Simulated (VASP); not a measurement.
VASP input:

### INCAR
```
! general
SYSTEM =KI
PREC   =Accurate
ENCUT  =400
LREAL  =.FALSE.
LASPH  =.TRUE.

! electronic loop
EDIFF  =1E-6
NELM   =100
ALGO   =Normal
LMAXMIX=4

! smearing
ISMEAR =0
SIGMA  =0.05

! functional
GGA    =PE

! ions
ISIF   =2

! output
LWAVE  =.FALSE.
LCHARG =.FALSE.
```

**KPOINTS**
```
Automatic mesh
0
Gamma
3 3 3
0 0 0
```

File POSCAR:
```
KI
3.6184760
  0.0000000000   0.9654561755   0.9717574471
  1.0000000000   0.0000000000   0.9717574471
  1.0000000000   0.9654561755   0.0000000000
K I
1 1
Cart
  0.0000000000   0.0000000000   0.0000000000
  1.0082000000   0.9654561755   0.9717574471
```

POTCAR, in this order: K_sv I (PBE.64 set). Program: vasp_std.

### Question
Write an equivalent input for Quantum ESPRESSO's pw.x.

### Answer
One equivalent input (not run):
```
&CONTROL
  calculation = 'scf'
  pseudo_dir = './pseudo'
  outdir = './out'
  tprnfor = .true.
  tstress = .true.
/
&SYSTEM
  ibrav = 0
  nat = 2
  ntyp = 2
  ecutwfc = 74
  occupations = 'smearing'
  smearing = 'gaussian'
  degauss = 0.003675
  input_dft = 'pbe'
/
&ELECTRONS
  conv_thr = 7.3e-08
  electron_maxstep = 100
/
ATOMIC_SPECIES
  K 39.098 K.upf
  I 126.904 I.upf
CELL_PARAMETERS angstrom
     0.0000000    3.4934800    3.5162810
     3.6184760    0.0000000    3.5162810
     3.6184760    3.4934800    0.0000000
ATOMIC_POSITIONS crystal
  K    0.0000000  0.0000000  0.0000000
  I    0.4959000  0.5041000  0.5041000
K_POINTS automatic
  3 3 3 0 0 0
```
The two are equivalent in intent, not identical: the potentials are each code's own (VASP's PAW set, PseudoDojo norm-conserving files in pw.x), so ENCUT and ecutwfc are chosen apart and not converted; conv_thr bounds pw.x's estimated SCF error, while EDIFF bounds the energy change between steps.

The compound is KI in the rock salt structure. The cell was not relaxed at this level, atoms are displaced from their ideal sites. The k-mesh is coarse (spacing up to 0.51 per Å, 2π included), so the numbers may not be converged in it. The run is one of a series of settings (KPOINTS 3×3×3 Γ-centred mesh against the base run), some of them coarse on purpose.
